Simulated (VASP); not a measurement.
These are PBEsol GGA, VASP's PBE PAW potentials (set 64) (plane waves; VASP) values and carry that method's errors.

VASP ran on this input.

### INCAR
```
ALGO=Normal
EDIFF=1E-7
EDIFFG=-0.01
ENCUT=600
GGA=PS
IBRION=2
ISIF=3
ISMEAR=0
LASPH=.True.
LCHARG=.False.
LMAXMIX=4
LREAL=.False.
LWAVE=.False.
NELM=100
NSW=40
PREC=Accurate
PSTRESS=150
SIGMA=0.05
SYSTEM=YN
```

POSCAR:
```
YN
1.0
  0.0000000000   2.4277562656   2.4277562656
  2.4277562656   0.0000000000   2.4277562656
  2.4277562656   2.4277562656   0.0000000000
Y N
1 1
direct
  0.0000000000   0.0000000000   0.0000000000
  0.5000000000   0.5000000000   0.5000000000
```

File KPOINTS:
```
Automatic mesh
0
Gamma
10 10 10
0 0 0
```

POTCAR, in this order: Y_sv N (PBE.64 set). Program: vasp_std.

Energy and stress use the plane-wave basis of the starting cell.

Question: Estimate the energy per atom (σ→0), volume per atom, band gap (on the k-mesh).

Answer: 
```yaml
energy per atom (σ→0): -9.521 eV/atom
band gap (on the k-mesh): none (metal, semimetal or under 0.01 eV)
volume_per_atom: 13.27 Å³/atom
```

OSZICAR:
```
...
DAV:   2    -0.190428581126E+02    0.57386E-03   -0.11278E-03  1416   0.327E-01    0.136E-01
DAV:   3    -0.190427414777E+02    0.11663E-03   -0.75726E-04  1744   0.187E-01    0.138E-01
DAV:   4    -0.190427494190E+02   -0.79413E-05   -0.38155E-05  1536   0.508E-02    0.926E-02
DAV:   5    -0.190427747897E+02   -0.25371E-04   -0.28989E-05  1812   0.354E-02    0.101E-02
DAV:   6    -0.190427751312E+02   -0.34159E-06   -0.31298E-06  1656   0.143E-02    0.939E-03
DAV:   7    -0.190427761060E+02   -0.97479E-06   -0.63022E-07  1432   0.839E-03    0.961E-04
DAV:   8    -0.190427760316E+02    0.74461E-07   -0.47691E-08   692   0.209E-03
   4 F= -.16558333E+02 E0= -.16558290E+02  d E =-.105212E+00
```

The compound is YN in the rock salt structure. This run relaxes it under an external pressure of 15 GPa. Symmetry was kept, so distortions that lower it aren't found.
